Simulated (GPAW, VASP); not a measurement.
A VASP calculation is set up with these files.

### INCAR
```
# general
SYSTEM   =  TiNbB4
PREC     =  Accurate
ENCUT    =  400   # plane-wave cut-off (eV)
LREAL    =  .False.   # projection in real space or not
LASPH    =  .True.   # aspherical one-centre terms

# electronic loop
EDIFF    =  1E-6   # SCF stop (eV)
NELM     =  100   # most electronic steps
ALGO     =  Normal   # blocked Davidson
LMAXMIX  =  4   # l cut-off of mixed one-centre charges

# smearing
ISMEAR   =  -1   # Fermi-Dirac
SIGMA    =  0.1

# ions
ISIF     =  2

# output
LWAVE    =  .False.
LCHARG   =  .False.
```

File POSCAR:
```
TiNbB4
1
    3.0870300000     0.0000000000     0.0000000000
   -1.5435150000     2.6734460000     0.0000000000
    0.0000000000     0.0000000000     6.5994300000
Ti Nb B
1 1 4
Direct
  0.0000000000   0.0000000000   0.5000000000
  0.0000000000   0.0000000000   0.0000000000
  0.3333330000   0.6666670000   0.7407700000
  0.6666670000   0.3333330000   0.2592300000
  0.6666670000   0.3333330000   0.7407700000
  0.3333330000   0.6666670000   0.2592300000
```

### KPOINTS
```
Automatic mesh
0
gamma
 10 10 4
```

POTCAR, in this order: Ti_sv Nb_sv B (LDA.64 set). Program: vasp_std.

Q: Translate it to GPAW.

A: One input that does it (LDA (Perdew-Wang 92), GPAW PAW datasets LDA (gpaw-data 1.0.1)):
```
from ase import Atoms
from ase.units import GPa
from gpaw import GPAW, PW, FermiDirac

atoms = Atoms(['Ti', 'Nb', 'B', 'B', 'B', 'B'],
              cell=[[3.087030, 0.000000, 0.000000],
                    [-1.543515, 2.673446, 0.000000],
                    [0.000000, 0.000000, 6.599430]],
              scaled_positions=[[0.000000, 0.000000, 0.500000],
                                [0.000000, 0.000000, 0.000000],
                                [0.333333, 0.666667, 0.740770],
                                [0.666667, 0.333333, 0.259230],
                                [0.666667, 0.333333, 0.740770],
                                [0.333333, 0.666667, 0.259230]],
              pbc=True)

calc = GPAW(mode=PW(900),
            xc='LDA',
            kpts={'size': (10, 10, 4), 'gamma': True},
            occupations=FermiDirac(0.1),
            nbands=-10,
            symmetry={'symmorphic': False, 'tolerance': 0.0005},
            maxiter=120,
            txt='-')

atoms.calc = calc

energy = atoms.get_potential_energy()
print('Energy (eV):', round(energy, 6))
forces = atoms.get_forces()
print('Forces (eV/Ang):')
print(forces.round(5))
stress = atoms.get_stress()
print('Stress (GPa, Voigt):', (stress / GPa).round(4))
```
The two runs describe the same crystal, functional and task. Each code takes its own potentials, basis and convergence tests.

VASP's LDA is the Perdew-Zunger fit; the other code's may be Perdew-Wang, which differs slightly.

The structure comes from a computed database's TiNbB4 entry; how it stands against other phases isn't given here. The cell was not relaxed at this level, and it may have been scaled.
